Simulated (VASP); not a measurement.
An input for Quantum ESPRESSO's pw.x (written as the equivalent of a VASP run, and not itself run):

```
&CONTROL
  calculation = 'vc-relax'
  pseudo_dir = './pseudo'
  outdir = './out'
  tprnfor = .true.
  tstress = .true.
  nstep = 30
  forc_conv_thr = 0.00039
/
&SYSTEM
  ibrav = 0
  nat = 2
  ntyp = 1
  ecutwfc = 80
  occupations = 'smearing'
  smearing = 'methfessel-paxton'
  degauss = 0.00735
  input_dft = 'pz'
/
&ELECTRONS
  conv_thr = 7.3e-09
  electron_maxstep = 100
/
&IONS
/
&CELL
  cell_dofree = 'shape'
/
ATOMIC_SPECIES
  As 74.922 As.upf
CELL_PARAMETERS angstrom
     3.4305988   -1.8449646   -0.0559207
     3.4305988    1.8449646   -0.0559207
     2.4881555    0.0000000    2.9975173
ATOMIC_POSITIONS crystal
  As   0.2307310  0.2307310  0.2307310
  As   0.7692690  0.7692690  0.7692690
K_POINTS automatic
  12 12 12 0 0 0
```

Q: Write the VASP files for the same calculation (LDA).

A: Several could match; the one computed here: 
### POSCAR
```
As
1.0
  3.4305987523  -1.8449646322  -0.0559207359
  3.4305987523   1.8449646322  -0.0559207359
  2.4881555010   0.0000000000   2.9975173240
As
2
Cart
  2.1571854935   0.0000000000   0.6658148520
  7.1921675121   0.0000000000   2.2198610002
```

**KPOINTS**
```
Automatic mesh
0
Gamma
12 12 12
0 0 0
```

**INCAR**
```
ALGO=Normal
EDIFF=1E-7
EDIFFG=-0.01
ENCUT=520
IBRION=2
ISIF=4
ISMEAR=1
LASPH=.TRUE.
LCHARG=.FALSE.
LMAXMIX=4
LREAL=.FALSE.
LWAVE=.FALSE.
NELM=100
NSW=30
PREC=Accurate
SIGMA=0.1
SYSTEM=As
```

POTCAR, in this order: As (LDA.64 set). Program: vasp_std.

What does not carry over: the potentials are each code's own (VASP's PAW set, PseudoDojo norm-conserving files in pw.x), so ENCUT and ecutwfc are chosen apart and not converted; conv_thr bounds pw.x's estimated SCF error, while EDIFF bounds the energy change between steps; forc_conv_thr acts on force components and is met together with etot_conv_thr.

The compound is As in the a7 structure. This cell is one point of a volume scan, at 0.94 of the reference volume. Symmetry was kept, so distortions that lower it aren't found.
